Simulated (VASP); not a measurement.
An input for Quantum ESPRESSO's pw.x (written as the equivalent of a VASP run, and not itself run):

```
&CONTROL
  calculation = 'scf'
  pseudo_dir = './pseudo'
  outdir = './out'
  tprnfor = .true.
  tstress = .true.
/
&SYSTEM
  ibrav = 0
  nat = 4
  ntyp = 1
  ecutwfc = 58
  occupations = 'smearing'
  smearing = 'fermi-dirac'
  degauss = 0.009996
  input_dft = 'pbe'
/
&ELECTRONS
  conv_thr = 7.3e-08
  electron_maxstep = 100
/
ATOMIC_SPECIES
  Cl 35.450 Cl.upf
CELL_PARAMETERS angstrom
     2.2400000   -3.1200000    0.0000000
     2.2400000    3.1200000    0.0000000
     0.0000000    0.0000000    8.2600000
ATOMIC_POSITIONS crystal
  Cl   0.8885860  0.8661970  0.8915310
  Cl   0.6156650  0.6219550  0.4021350
  Cl   0.3850110  0.3693160  0.5998330
  Cl   0.1107380  0.1425320  0.1065000
K_POINTS automatic
  4 4 4 0 0 0
```

**Question.** Translate this input to VASP (INCAR, KPOINTS, POSCAR, choice of POTCAR).

**Answer.** One answer among several that fit: 
**KPOINTS**
```
kpoints
0
G
 4 4 4
```

**INCAR**
```
SYSTEM = Cl
PREC = Accurate
ENCUT = 150
EDIFF = 1E-6
NELM = 100
ALGO = Normal
LREAL = .FALSE.
LASPH = .TRUE.
ISMEAR = -1
SIGMA = 0.136
GGA = PE
LWAVE = .FALSE.
LCHARG = .FALSE.
ISIF = 2
```

POSCAR:
```
Cl
3.8408330
  0.5832068200  -0.8123237850   0.0000000000
  0.5832068200   0.8123237850   0.0000000000
  0.0000000000   0.0000000000   2.1505751487
Cl
4
direct
  0.8885860000   0.8661970000   0.8915310000
  0.6156650000   0.6219550000   0.4021350000
  0.3850110000   0.3693160000   0.5998330000
  0.1107380000   0.1425320000   0.1065000000
```

POTCAR, in this order: Cl (PBE.64 set). Program: vasp_std.

Limits of the translation: the potentials are each code's own (VASP's PAW set, PseudoDojo norm-conserving files in pw.x), so ENCUT and ecutwfc are chosen apart and not converted; conv_thr bounds pw.x's estimated SCF error, while EDIFF bounds the energy change between steps.

The structure is a typed Cl crystal. The cell was not relaxed at this level, atoms are displaced from their ideal sites. The k-mesh is coarse (spacing up to 0.43 per Å, 2π included), so the numbers may not be converged in it. The run is one of a series of settings (ENCUT = 150, ISMEAR = -1, SIGMA = 0.136, KPOINTS 4×4×4 Γ-centred mesh against the base run), some of them coarse on purpose.
